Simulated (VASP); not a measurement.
Calculation: PBE GGA, VASP's PBE PAW potentials (set 64) (plane waves; VASP).

A VASP calculation is set up with these files.

INCAR:
```
SYSTEM = Cu
PREC = Accurate
ENCUT = 300
EDIFF = 1E-6
NELM = 100
ALGO = Normal
LREAL = .FALSE.
LASPH = .TRUE.
ISMEAR = -1
SIGMA = 0.1
GGA = PE
LMAXMIX = 4
LWAVE = .FALSE.
LCHARG = .FALSE.
ISIF = 2
```

**POSCAR**
```
Cu
1.7887150
  0.0000000000   1.0000000000   1.0000000000
  1.0000000000   0.0000000000   1.0000000000
  1.0000000000   1.0000000000   0.0000000000
Cu
1
Direct
  0.0000000000   0.0000000000   0.0000000000
```

KPOINTS:
```
Automatic mesh
0
Gamma
6 6 6
0 0 0
```

POTCAR, in this order: Cu (PBE.64 set). Program: vasp_std.

The run wrote:

OSZICAR:
```
       N       E                     dE             d eps       ncg     rms          rms(c)
DAV:   1     0.283478744893E+02    0.28348E+02   -0.41365E+03   288   0.133E+03
DAV:   2    -0.424769029349E+01   -0.32596E+02   -0.30854E+02   288   0.170E+02
DAV:   3    -0.457332615415E+01   -0.32564E+00   -0.32529E+00   339   0.235E+01
DAV:   4    -0.457565440830E+01   -0.23283E-02   -0.23272E-02   392   0.188E+00
DAV:   5    -0.457567649182E+01   -0.22084E-04   -0.22084E-04   344   0.142E-01    0.778E+00
DAV:   6    -0.402355028790E+01    0.55213E+00   -0.16597E+01   299   0.889E+01    0.376E+00
DAV:   7    -0.367374514495E+01    0.34981E+00   -0.25160E+00   302   0.342E+01    0.574E-01
DAV:   8    -0.366262843656E+01    0.11117E-01   -0.47540E-03   339   0.129E+00    0.320E-01
DAV:   9    -0.366081079504E+01    0.18176E-02   -0.12173E-02   312   0.224E+00    0.258E-02
DAV:  10    -0.366081651042E+01   -0.57154E-05   -0.27234E-05   410   0.937E-02    0.845E-03
DAV:  11    -0.366081544620E+01    0.10642E-05   -0.95659E-07   225   0.195E-02    0.274E-04
DAV:  12    -0.366081548552E+01   -0.39317E-07   -0.39485E-08   153   0.222E-03
   1 F= -.36608155E+01 E0= -.36516049E+01  d E =-.184212E-01
```

OUTCAR:
```
------------------------ aborting loop because EDIFF is reached ----------------------------------------
  FORCE on cell =-STRESS in cart. coord.  units (eV):
  Direction    XX          YY          ZZ          XY          YZ          ZX
  --------------------------------------------------------------------------------------
  Total        0.3989053      0.3989053      0.3989053     -0.0000000     -0.0000000     -0.0000000
  in kB       55.8376284     55.8376284     55.8376284     -0.0000000     -0.0000000     -0.0000000
  external PRESSURE =      55.8376284 kB  Pullay stress =       0.0000000 kB
  volume of cell :       11.45
      direct lattice vectors                 reciprocal lattice vectors
     0.000000000  1.788715000  1.788715000    -0.279530277  0.279530277  0.279530277
     1.788715000  0.000000000  1.788715000     0.279530277 -0.279530277  0.279530277
     1.788715000  1.788715000  0.000000000     0.279530277  0.279530277 -0.279530277
 POSITION                                       TOTAL-FORCE (eV/Angst)
 -----------------------------------------------------------------------------------
      0.00000      0.00000      0.00000        -0.000000      0.000000     -0.000000
 -----------------------------------------------------------------------------------
    total drift:                               -0.000000     -0.000000     -0.000000
  FREE ENERGIE OF THE ION-ELECTRON SYSTEM (eV)
  ---------------------------------------------------
  free  energy   TOTEN  =        -3.6608154855 eV

  energy  without entropy=       -3.6423943209  energy(sigma->0) =       -3.65160490
```
(Selected blocks of OUTCAR.)

At this cut-off the stress carries a Pulay error, which pulls relaxed volumes low.

The structure comes from a computed database's Cu entry; how it stands against other phases isn't given here. The cell was not relaxed at this level. The k-mesh is coarse (spacing up to 0.51 per Å, 2π included), so the numbers may not be converged in it. The run is one of a series of settings (KPOINTS 6×6×6 Γ-centred mesh against the base run), some of them coarse on purpose.
